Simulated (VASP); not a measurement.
Level of theory: PBEsol GGA, VASP's PBE PAW potentials (set 64) (plane waves; VASP).

A VASP calculation is set up with these files.

**POSCAR**
```
V(100) slab
1.0
  2.9581966804   0.0000000000   0.0000000000
  0.0000000000   2.9581966804   0.0000000000
  0.0000000000   0.0000000000  23.5191280630
V
6
Cart
  1.4790983402   0.0000000000   8.0618161601
  0.0000000000   1.4790983402   9.5409106048
  1.4790983402   0.0000000000  11.0200050496
  0.0000000000   1.4790983402  12.4991230134
  1.4790983402   0.0000000000  13.9782174582
  0.0000000000   1.4790983402  15.4573119029
```

**KPOINTS**
```
Automatic mesh
0
Gamma
9 9 1
0 0 0
```

### INCAR
```
# general
SYSTEM  = V(100) slab
PREC    = Normal
ENCUT   = 400   # plane-wave cut-off (eV)
LREAL   = .False.   # projection in real space or not
LASPH   = .True.   # aspherical one-centre terms

# electronic loop
EDIFF   = 1E-5
NELM    = 100   # most electronic steps
NELMIN  = 4
ALGO    = Normal
LMAXMIX = 4

# smearing
ISMEAR  = 1
SIGMA   = 0.1

# functional
GGA     = PS   # PBEsol

# ions
IBRION  = 2   # conjugate gradients
NSW     = 50   # most ionic steps
ISIF    = 2
EDIFFG  = -0.03   # ionic stop

# output
LWAVE   = .True.
LCHARG  = .False.

# other
LDIPOL  = .True.
IDIPOL  = 3
DIPOL   = 0.5 0.5 0.5
```

POTCAR, in this order: V_sv (PBE.64 set). Program: vasp_std.

Task: Estimate the energy per atom (σ→0), band gap (on the k-mesh).

Result: 
| Quantity | Result |
|---|---|
| energy per atom (σ→0) | -9.150 eV/atom |
| band gap (on the k-mesh) | none (metal, semimetal or under 0.01 eV) |

**OSZICAR**
```
...
DAV:   1    -0.548990881986E+02    0.24548E-02   -0.57734E-01  1708   0.931E+00    0.142E-01
DAV:   2    -0.549050230466E+02   -0.59348E-02   -0.44718E-02  1706   0.166E+00    0.589E-01
DAV:   3    -0.549019793350E+02    0.30437E-02   -0.15580E-02  1772   0.106E+00    0.147E-01
DAV:   4    -0.549019531674E+02    0.26168E-04   -0.23388E-03  1772   0.337E-01    0.931E-02
DAV:   5    -0.549019172391E+02    0.35928E-04   -0.11075E-03  1764   0.245E-01    0.672E-02
DAV:   6    -0.549019179761E+02   -0.73706E-06   -0.19318E-04  1556   0.116E-01    0.208E-02
DAV:   7    -0.549019255459E+02   -0.75697E-05   -0.17344E-05   952   0.335E-02
  10 F= -.54901926E+02 E0= -.54899748E+02  d E =-.538904E-03
```

The cell is a thin slab with vacuum, built from V (bcc): (100) face. The run is not spin-polarised, so no magnetic state was tried.
